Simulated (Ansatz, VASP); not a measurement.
# AlSiGeN: VASP beside Ansatz

Wanted: the spread between two codes on one cell, functional and k mesh. The cell is invented: As first built, before any earlier steps moved the atoms (in the runner's words): it takes the AlSiCN structure with some of its atoms replaced by other elements, volume scaled by an estimate. It may not be a known or stable phase. The cell is taken from a series of VASP runs on this material, whose earlier steps may have relaxed, scaled or displaced it; both programs get it as it stands.

Main program and level: Ansatz 0.2.0; plane waves, with VASP 6.6.1 beside it; band structure at PBEsol with D4, band structure at r2SCAN and single point at PBEsol with D4.

## Step 1: Starting point

It takes space group P3m1 (No. 156, trigonal). The conventional cell has a = 3.494 Å, b = 3.494 Å, c = 5.780 Å, α = 90.00°, β = 90.00°, γ = 120.00°. Nearest to Ge lie 3 Si at 2.27 Å. Nearest to Si lie 1 N at 1.81 Å and 3 Ge at 2.27 Å. Nearest to Al lie 3 N at 2.07 Å. Nearest to N lie 1 Si at 1.81 Å and 3 Al at 2.07 Å. As first built, before any earlier steps moved the atoms (in the runner's words): sites of the AlSiCN structure (space group 156) filled with other elements, volume scaled by an estimate. Farther neighbours and most contacts between anions are not listed.

## Step 2: VASP: band structure, PBEsol with D4

A single point gives forces, pressure and levels at one fixed geometry, so differences don't come from the geometry; what else differs is listed under the comparison.

Lines of VASP's logs that name or quote its potential files are left out, and so is its time.

Input file INCAR:

```
SYSTEM = AlSiGeN
PREC = Accurate
ENCUT = 520
EDIFF = 1E-06
NELM = 100
ISMEAR = 0
SIGMA = 0.05
LREAL = .FALSE.
ALGO = Normal
GGA = PS
IVDW = 13
LORBIT = 11
LWAVE = .FALSE.
LCHARG = .FALSE.
KPAR = 2
```

Input file POSCAR:

```
AlSiGeN
1.0
    3.4936646150     -0.0000000340      0.0000000000
   -1.7468328718      3.0256021432      0.0000000000
    0.0000000000      0.0000000000      5.7798579390
Ge Si Al N
1 1 1 1
Direct
    0.6666666700      0.3333333300      0.1248462710
    0.0000000000      0.0000000000      0.9429116601
    0.6666666700      0.3333333300      0.5528121568
    0.0000000000      0.0000000000      0.6294299119
```

Input file KPOINTS:

```
Automatic mesh
0
Gamma
7 7 4
0 0 0
```

Input file KPOINTS_OPT:

```
Line mode
16
Line-mode
Reciprocal
  0.00000000   0.00000000   0.00000000 GAMMA
  0.50000000   0.00000000   0.00000000 M

  0.50000000   0.00000000   0.00000000 M
  0.33333333   0.33333333   0.00000000 K

  0.33333333   0.33333333   0.00000000 K
  0.00000000   0.00000000   0.00000000 GAMMA

  0.00000000   0.00000000   0.00000000 GAMMA
  0.00000000   0.00000000   0.50000000 A

  0.00000000   0.00000000   0.50000000 A
  0.50000000   0.00000000   0.50000000 L

  0.50000000   0.00000000   0.50000000 L
  0.33333333   0.33333333   0.50000000 H

  0.33333333   0.33333333   0.50000000 H
  0.00000000   0.00000000   0.50000000 A

  0.50000000   0.00000000   0.50000000 L
  0.50000000   0.00000000   0.00000000 M

  0.33333333   0.33333333   0.00000000 K
  0.33333333   0.33333333   0.50000000 H
```

The projector-augmented-wave data sets are Ge_d, Si, Al and N (PBE family, release 64).

Started as:

```console
> mpirun -np 2 vasp_std
```

Numbers of over 12 decimals in the logs are rounded to 6 here.

The log of the run:

```text
[banner, memory and clock lines left out]
running    2 mpi-ranks, on    1 nodes
 distrk:  each k-point on    1 cores,    2 groups
 distr:  one band on    1 cores,    1 groups

 POSCAR found type information on POSCAR GeSiAlN
 POSCAR found :  4 types and       4 ions
|                                                                             |
|               ----> ADVICE to this user running VASP <----                  |
|                                                                             |
|     You enforced a specific xc type in the INCAR file but a different       |
|     [... a line on the potential file left out ...]
|     I HOPE YOU KNOW WHAT YOU ARE DOING!                                     |
|                                                                             |

 LDA part: xc-table for (Slater+PW92), standard interpolation
 POSCAR, INCAR and KPOINTS ok, starting setup
 FFT: planning ... GRIDC
 FFT: planning ... GRID_SOFT
 FFT: planning ... GRID
 WAVECAR not read
 entering main loop
       N       E                     dE             d eps       ncg     rms          rms(c)
DAV:   1     0.167856941713E+03    0.16786E+03   -0.12770E+04  1000   0.286E+03
DAV:   2    -0.777789250650E+00   -0.16863E+03   -0.16468E+03  1016   0.525E+02
DAV:   3    -0.258133079134E+02   -0.25036E+02   -0.24734E+02  1142   0.140E+02
DAV:   4    -0.267258958056E+02   -0.91259E+00   -0.91111E+00  1223   0.280E+01
DAV:   5    -0.267395922545E+02   -0.13696E-01   -0.13693E-01  1311   0.388E+00    0.929E+00
DAV:   6    -0.247148774289E+02    0.20247E+01   -0.10918E+01  1040   0.166E+01    0.470E+00
DAV:   7    -0.245893552503E+02    0.12552E+00   -0.82898E-01  1193   0.674E+00    0.258E+00
DAV:   8    -0.245440216898E+02    0.45334E-01   -0.33620E-01  1305   0.384E+00    0.570E-01
DAV:   9    -0.245361991991E+02    0.78225E-02   -0.85292E-02  1241   0.194E+00    0.214E-01
DAV:  10    -0.245363227195E+02   -0.12352E-03   -0.56202E-03  1140   0.485E-01    0.955E-02
DAV:  11    -0.245363564695E+02   -0.33750E-04   -0.30615E-04  1313   0.137E-01    0.411E-02
DAV:  12    -0.245363586996E+02   -0.22301E-05   -0.26928E-05  1242   0.528E-02    0.147E-02
DAV:  13    -0.245363591896E+02   -0.48996E-06   -0.25709E-05  1299   0.311E-02    0.617E-03
DAV:  14    -0.245363587610E+02    0.42860E-06   -0.29514E-06   979   0.133E-02
   1 F= -.25264164E+02 E0= -.25263893E+02  d E =-.541409E-03
 Start KPOINTS_OPT (optional k-point list driver)
k-point batch [1-28\144]
       N       E                     dE             ncg
DAV:   1     0.507869434948E+03   -0.17564E+05     1030
DAV:   2    -0.392581546250E+04   -0.44337E+04     1032
DAV:   3    -0.451860044084E+04   -0.59278E+03     1229
DAV:   4    -0.453641044149E+04   -0.17810E+02     1176
DAV:   5    -0.453678582728E+04   -0.37539E+00     1382
DAV:   6    -0.453679548322E+04   -0.96559E-02     1212
DAV:   7    -0.453679614284E+04   -0.65963E-03     1560
DAV:   8    -0.453679614482E+04   -0.19733E-05     1029
DAV:   9    -0.453679614497E+04   -0.15506E-06     1104
[...]
k-point batch [141-144\144]
       N       E                     dE             ncg
DAV:   1     0.232604366710E+05   -0.39382E+04      136
DAV:   2     0.226220352642E+05   -0.63840E+03      144
DAV:   3     0.225367333511E+05   -0.85302E+02      186
DAV:   4     0.225346242143E+05   -0.21091E+01      144
DAV:   5     0.225345757276E+05   -0.48487E-01      191
DAV:   6     0.225345738513E+05   -0.18763E-02      160
DAV:   7     0.225345737179E+05   -0.13343E-03      208
DAV:   8     0.225345737175E+05   -0.39620E-06      143
```

From OUTCAR (step 2):

```text
ion  position               nearest neighbor table
   1  0.667  0.333  0.125-   2 2.27   2 2.27   2 2.27   3 2.47
   2  0.000  0.000  0.943-   4 1.81   1 2.27   1 2.27   1 2.27   3 3.03   3 3.03   3 3.03
   3  0.667  0.333  0.553-   4 2.07   4 2.07   4 2.07   1 2.47   2 3.03   2 3.03   2 3.03
   4  0.000  0.000  0.629-   2 1.81   3 2.07   3 2.07   3 2.07

  LATTYP: Found a hexagonal cell.
 ALAT       =     3.4936646150
 C/A-ratio  =     1.6543825971

 Subroutine GETGRP returns: Found  6 space group operations
 (whereof  6 operations were pure point group operations)

The static configuration has the point symmetry C_3v.

 Found     28 irreducible k-points:

   k-points           NKPTS =     28   k-points in BZ     NKDIM =     28   number of bands    NBANDS=     17

   dimension x,y,z NGX =    28 NGY =   28 NGZ =   48
   dimension x,y,z NGXF=    56 NGYF=   56 NGZF=   96

   ENCUT  =  520.0 eV  38.22 Ry    6.18 a.u.   6.50  6.50 10.75*2*pi/ulx,y,z

   NELECT =      26.0000    total number of electrons

 k-points in reciprocal lattice and weights: Automatic mesh
   0.00000000  0.00000000  0.00000000       0.005
   0.14285714  0.00000000  0.00000000       0.031
   0.28571429  0.00000000  0.00000000       0.031
   0.42857143  0.00000000  0.00000000       0.031
   0.14285714  0.14285714  0.00000000       0.031
   0.28571429  0.14285714  0.00000000       0.061
   0.42857143  0.14285714  0.00000000       0.031
   0.28571429  0.28571429  0.00000000       0.031
   0.00000000  0.00000000  0.25000000       0.010
[...]
0.42857143  0.14285714  0.50000000       0.031
   0.28571429  0.28571429  0.50000000       0.031

 average (electrostatic) potential at core
       1 -71.1493       2 -82.1949       3 -74.2905       4 -62.4810

 E-fermi :   7.4860

 k-point     1 :       0.0000    0.0000    0.0000
  band No.  band energies     occupation
    ...
      8      -1.1130      2.00000
      9       2.8966      2.00000
     10       2.8966      2.00000
     11       5.0833      2.00000
     12       6.1572      2.00000
     13       8.0612      0.00000
     14       8.0612      0.00000
     15      11.1666      0.00000
     16      11.1666      0.00000
     17      11.7189      0.00000

 k-point     2 :       0.1429    0.0000    0.0000
  band No.  band energies     occupation
    ...
     10       2.7265      2.00000
     11       4.9940      2.00000
     12       6.0618      2.00000
     13       7.0794      2.00000
     14       7.4518      1.66683
     15      10.4366      0.00000
     16      11.9490      0.00000
     17      12.2764      0.00000

 k-point     3 :       0.2857    0.0000    0.0000
  band No.  band energies     occupation
    ...
      9       0.6988      2.00000
     10       2.3808      2.00000
     11       3.3357      2.00000
     12       4.5893      2.00000
     13       6.5850      2.00000
     14       8.0256      0.00000
     15       9.8342      0.00000
     16      10.6562      0.00000
     17      12.3162      0.00000

  DFT-D4 for vdW energy calculation

  Edisp (eV):   -0.72780

  Total       0.00060     0.00060     0.01385    -0.00000    -0.00000     0.00000
  in kB       0.01586     0.01586     0.36319    -0.00000    -0.00000     0.00000
  external pressure =        0.13 kB  Pullay stress =        0.00 kB

  energy-cutoff  :      520.00
  volume of cell :       61.10
      direct lattice vectors                 reciprocal lattice vectors
     3.493664615 -0.000000034  0.000000000     0.286232399  0.165256415  0.000000000
    -1.746832872  3.025602143  0.000000000     0.000000003  0.330512724  0.000000000
     0.000000000  0.000000000  5.779857939     0.000000000  0.000000000  0.173014633

 POSITION                                       TOTAL-FORCE (eV/Angst)
 -----------------------------------------------------------------------------------
      1.74683      1.00853      0.72159        -0.000000     -0.000000      0.003070
      0.00000      0.00000      5.44990         0.000000      0.000000     -0.002674
      1.74683      1.00853      3.19518         0.000000     -0.000000     -0.004321
      0.00000      0.00000      3.63802        -0.000000      0.000000      0.003925
 -----------------------------------------------------------------------------------
    total drift:                               -0.000007      0.000005     -0.000089

  FREE ENERGIE OF THE ION-ELECTRON SYSTEM (eV)
  ---------------------------------------------------
  free  energy   TOTEN  =       -25.2641636201 eV

  energy  without entropy=      -25.2636222108  energy(sigma->0) =      -25.26389292

 total charge
# of ion       s       p       d       tot
------------------------------------------
    1        1.133   1.523  10.044  12.700
    2        0.743   0.975   0.000   1.718
    3        0.361   0.326   0.000   0.688
    4        1.237   2.473   0.000   3.710
--------------------------------------------------
tot          3.475   5.297  10.044  18.816

[... 3 further parts left out ...]
```

The run ends at a pressure of 0.01 GPa, with forces up to 0.0043 eV/Å.

## Step 3: Ansatz: band structure, PBEsol with D4

Ansatz runs on its default PAW (the set named soft_2) files.

The same cell, functional, mesh and smearing now go to Ansatz, which takes its cutoff from its data sets.

Input file input.yaml:

```yaml
crystal:
  lattice:
    - [3.493664615, -3.4e-08, 0.0]
    - [-1.7468328718, 3.0256021432, 0.0]
    - [0.0, 0.0, 5.779857939]
  atoms:
    - { symbol: Ge, position: [0.66666667, 0.33333333, 0.124846271] }
    - { symbol: Si, position: [0.0, 0.0, 0.9429116601] }
    - { symbol: Al, position: [0.66666667, 0.33333333, 0.5528121568] }
    - { symbol: "N", position: [0.0, 0.0, 0.6294299119] }
hamiltonian:
  xc: pbesol
  pseudopotentials: { kind: paw }
  dispersion: d4
kpoints:
  mp_grid: { grid: [7, 7, 4] }
  band_path:
    path:
      - [0.0, 0.0, 0.0]
      - [0.13333, 0.0, 0.0]
      - [0.3, 0.0, 0.0]
      - [0.46667, 0.0, 0.0]
      - [0.46667, 0.06667, 0.0]
      - [0.41111, 0.17778, 0.0]
      - [0.35556, 0.28889, 0.0]
      - [0.28889, 0.28889, 0.0]
      - [0.17778, 0.17778, 0.0]
      - [0.06667, 0.06667, 0.0]
      - [0.0, 0.0, 0.03333]
      - [0.0, 0.0, 0.2]
      - [0.0, 0.0, 0.36667]
      - [0.0, 0.0, 0.5]
      - [0.16667, 0.0, 0.5]
      - [0.3, 0.0, 0.5]
      - [0.46667, 0.0, 0.5]
      - [0.46667, 0.06667, 0.5]
      - [0.41111, 0.17778, 0.5]
      - [0.35556, 0.28889, 0.5]
      - [0.28889, 0.28889, 0.5]
      - [0.17778, 0.17778, 0.5]
      - [0.06667, 0.06667, 0.5]
      - [0.5, 0.0, 0.46667]
      - [0.5, 0.0, 0.3]
      - [0.5, 0.0, 0.13333]
      - [0.33333, 0.33333, 0.0]
      - [0.33333, 0.33333, 0.16667]
      - [0.33333, 0.33333, 0.33333]
      - [0.33333, 0.33333, 0.5]
    npoints: 1
scf:
  occupations: { method: gaussian, width: 0.05 }
  n_extra_bands: 8
output:
  forces: true
  stress: true
  eigenvalues: true
```

Started as:

```console
> ansatz run input.yaml --threads 2 --pin off --max-ram 4608MiB --backend cpu --events-out ev --progress --plain --runs-dir out
```

The log of the run:

```text
Warning: the atoms were moved onto the symmetric positions of the space group found under crystal.symmetry.tolerance 1.0e-5 (fractional; no operation is sought that the atoms, as they stand in a round, miss by more than twice it, and no atom is moved by as much as it), and the run uses the moved positions. Before a round's move an operation carried an atom to 1.75e-8 Å from where it should land, the largest such dist [...]
scf.n_extra_bands = 8 over 13 filled bands (N_el = 26.0): the run solves 21 bands
Engine: ansatz 0.2.0, x86_64-unknown-linux-gnu
Pseudopotentials: kind: paw
Pseudopotential: Ge, paw, valence charge 14, recommended cutoff 420 eV (normal), Ge.paw.azcp
Pseudopotential: Si, paw, valence charge 4, recommended cutoff 420 eV (normal), Si.paw.azcp
Pseudopotential: Al, paw, valence charge 3, recommended cutoff 420 eV (normal), Al.paw.azcp
Pseudopotential: N, paw, valence charge 5, recommended cutoff 420 eV (normal), N.paw.azcp
Functional definition: PBEsol
  exchange = pbesol_x
  correlation = pbesol_c
Crystal: 4 atoms, lattice volume = 61.096 Å³
Basis set: ecut = 420 eV, 1189 PW (Γ), exchange–correlation on 48×48×80 points (8 copies of the dense FFT grid, shifted against one another)
Bands: 21, of which v1, the nominal top of the filled ones, is band 13 counted from 1 (12 counted from 0)
Symmetry: 6 space group operations
Space group: P3m1 (ITA 156), of the structure as read, at distance tolerance 3.9e-5 Å
k-points: 28 of 196 (time reversal used)
Non-local potential: Ge, projectors of the file, l = 0: 2, l = 1: 2, l = 2: 3, l = 3: 1
Non-local potential: Si, projectors of the file, l = 0: 2, l = 1: 2, l = 2: 2
Non-local potential: Al, projectors of the file, l = 0: 2, l = 1: 2, l = 2: 1
Non-local potential: N, projectors of the file, l = 0: 2, l = 1: 2, l = 2: 1
PAW form: soft (Blöchl's): semilocal exchange-correlation on the pseudo side does not see the compensation charge
PAW frozen core: Ge, regenerated for the run's functional, and the local potential with it (the file was generated under x = pbe(κ = 0.804, μ = 0.219515), c = pbe(β = 0.066725))
PAW frozen core: Si, regenerated for the run's functional, and the local potential with it (the file was generated under x = pbe(κ = 0.804, μ = 0.219515), c = pbe(β = 0.066725))
PAW frozen core: Al, regenerated for the run's functional, and the local potential with it (the file was generated under x = pbe(κ = 0.804, μ = 0.219515), c = pbe(β = 0.066725))
PAW frozen core: N, regenerated for the run's functional, and the local potential with it (the file was generated under x = pbe(κ = 0.804, μ = 0.219515), c = pbe(β = 0.066725))
PAW one-centre angular grid: Ge, 590 points (default); XC on 64 Gauss nodes
PAW one-centre angular grid: Si, 110 points (default); XC on 64 Gauss nodes
PAW one-centre angular grid: Al, 110 points (default); XC on 64 Gauss nodes
PAW one-centre angular grid: N, 110 points (default); XC on 64 Gauss nodes
Initial density: superposition of atomic densities (neutral atoms: chi_scale 0, normalization atom), corrected by the library's trained network
Initial wavefunctions: pseudopotential atomic-orbital guess
Functional: x = pbesol(κ = 0.804, μ = 0.123457), c = pbesol(β = 0.046)
SCF iter   1: F=—  HF=-5779.881841 eV  |F-HF|=—  |Δ(HF+E_count)|=         —  Δρ=5.54e-3  dr2=2.28e-2  ethr=1.77e-3  ⟨swp⟩=5.6  Hψ=3087  notcnv=0  defer=12
preconditioner: auto → Resta (q_TF=auto, 2.366 Å⁻¹)  ε∞=3.6  [insulator: Δε(μ)=0.242 eV  Ē_g=11.873 eV  σ=0.050 eV  W_gap=0.83  n_scr=22 (ndim 8)  ℏωp=19.0 eV  f_vac=0.000  D(μ)=0.43/eV (n_scr^D=2)  ε∞_Penn≈3.6]
SCF iter   2: F=—  HF=-5779.877428 eV  |F-HF|=—  |Δ(HF+E_count)|=   4.41e-3  Δρ=2.45e-3  dr2=5.18e-3  ethr=8.76e-5  ⟨swp⟩=1.3  Hψ=820  notcnv=0  defer=43
SCF iter   3: F=—  HF=-5779.876490 eV  |F-HF|=—  |Δ(HF+E_count)|=   9.38e-4  Δρ=4.11e-4  dr2=1.54e-4  ethr=1.99e-5  ⟨swp⟩=2.2  Hψ=652  notcnv=0  defer=43
SCF iter   4: F=—  HF=-5779.876481 eV  |F-HF|=—  |Δ(HF+E_count)|=   9.39e-6  Δρ=1.70e-4  dr2=1.59e-5  ethr=5.92e-7  ⟨swp⟩=2.0  Hψ=877  notcnv=0  defer=43
SCF iter   5: F=—  HF=-5779.876396 eV  |F-HF|=—  |Δ(HF+E_count)|=   8.45e-5  Δρ=5.82e-5  dr2=2.37e-6  ethr=6.12e-8  ⟨swp⟩=2.0  Hψ=876  notcnv=0  defer=43
SCF iter   6: F=—  HF=-5779.876396 eV  |F-HF|=—  |Δ(HF+E_count)|=   2.31e-7  Δρ=1.36e-5  dr2=1.55e-7  ethr=9.11e-9  ⟨swp⟩=2.3  Hψ=866  notcnv=0  defer=43
SCF iter   7: F=-5779.876396 eV  HF=-5779.876396 eV  |F-HF|=9.09e-11  |Δ(HF+E_count)|=   9.22e-9  Δρ=2.85e-6  dr2=7.21e-9  ethr=3.85e-10  ⟨swp⟩=8.5  Hψ=2581  notcnv=0
SCF 1 converged in 7 iterations: F = -5779.876396 eV  dr2 = 7.21e-9
  greatest PAW one-centre occupation: 0.998 electrons in one spin orbital (limit 2), on the Ge atom at site 0 (counted from 0), in its partial waves of l = 2
NSCF: frozen V_eff on 30 k-points
SCF converged after 7 iterations
Free energy (F): -5779.876396 eV
Harris-Foulkes:  -5779.876396 eV  (|F-HF|=9.09e-11)
Internal energy: -5779.875855 eV  (E = F + TS)
E sigma→0 (E₀):  -5779.876125 eV
Entropy (-TS):   -0.000541 eV (-0.135 meV/atom)
Fermi energy:    9.275643 eV
--- Per-component energies (eV) ---
  E_band       = -116.873512
  E_kinetic    = 309.789168
  E_local      = -2955.174936  (includes V_loc(G=0)·N_el)
  E_nonlocal   = 502.298266
  E_hartree    = 1292.389259
  E_xc         = -230.912192
  E_vxc        = -219.843058  (∫ρ·V_xc dr)
  E_paw        = -3055.041997  (= ΣΔE_a)
  E_vpaw       = -338.720374  (= ΣTr[D̂ρ^β])
  E_aug_tail   = 0.000355  (compensation charges beyond the density's cutoff)
  E_ewald      = -1643.492201
  E_disp       = -0.728312  (pairwise vdW)
  E_core_change = 0.996735  (= ΣΔE_core)
  E_smearing   = -0.000541  (= −TS)
  E_closure    = 0.000000  (closes the sum)
  Σ components = -5779.876396   (vs F -5779.876396, Δ=0.00e0)
--- Forces (eV/Å), atoms counted from 1 ---
  atom   1  Ge     0.00000000    -0.00000000     0.01257924
  atom   2  Si     0.00000000     0.00000000    -0.02712875
  atom   3  Al     0.00000000     0.00000000     0.00197395
  atom   4  N      0.00000000     0.00000000     0.01254889
  max |Σ_I F_I| component: 2.67e-5 eV/Å
--- Stress (GPa, compression-positive) ---
        0.065939      -0.000000       0.000000
       -0.000000       0.065939       0.000000
        0.000000       0.000000       0.022180
  P = ⅓ Tr σ = 0.0514 GPa (0.514 kbar)
--- Band table (eV; the first three rows and the last of 28) ---
  k-point 0: bands = [... 9 lower, 4.6841, 6.8713, 7.9371, 9.8513, 9.8513, 12.9503, 12.9503, 13.4935, ... 4 higher]
  k-point 1: bands = [... 9 lower, 4.6955, 5.3470, 9.1052, 9.7790, 9.7790, 12.9351, 13.1141, 13.1141, ... 4 higher]
  k-point 2: bands = [... 9 lower, 4.7072, 4.7072, 9.7084, 9.7084, 9.9413, 12.0612, 13.3805, 13.3805, ... 4 higher]
  k-point 27: bands = [... 9 lower, 2.5701, 4.4657, 4.8365, 7.2939, 10.6757, 11.7120, 12.0202, 14.0086, ... 4 higher]
```

Run time: 1.7 s. Hardware: 2 threads of Intel Xeon 6975P-C (Granite Rapids), shared host; peak memory 0.41 GiB; 3 s of CPU time.

## Step 4: Differences

Known differences besides the potentials themselves: the cutoff is 420 eV in Ansatz and 520 eV in VASP; Ansatz makes its cores anew for this functional, VASP keeps those of its PBE data sets; VASP leaves aspherical gradient terms in its spheres out (LASPH is not set), Ansatz keeps them. Total energies have different zeros and are not compared.

Compared:

| quantity | Ansatz | VASP | difference |
| --- | --- | --- | --- |
| pressure (GPa) | 0.05 | 0.01 | +0.04 |
| pressure without Ansatz's Pulay correction (GPa) | -0.13 | 0.01 | -0.14 |

At this near-relaxed geometry the largest component of a force difference is 24 meV/Å. Levels from 3 eV below to 2 eV above the Fermi level differ by 4 meV r.m.s. and 10 meV at most; each VASP level is matched to the nearest of Ansatz, which flatters the figure a little. Ansatz's pressure holds a Pulay correction of 0.18 GPa; VASP's holds none.

(Continued in part 2 of 2.)

[Lines on the potential files, build, host, timing and source positions are cut from VASP's logs without a mark.]

[Logs are printed without paths, hosts, clocks, repeated set-up lines and the standing remarks that a program may print on its own settings, such as how far it seeks lower states.]

[Hosts, paths, dates, database ids (printed as entryN), source tags and the programs' standing remarks are cut or masked in the printed files.]
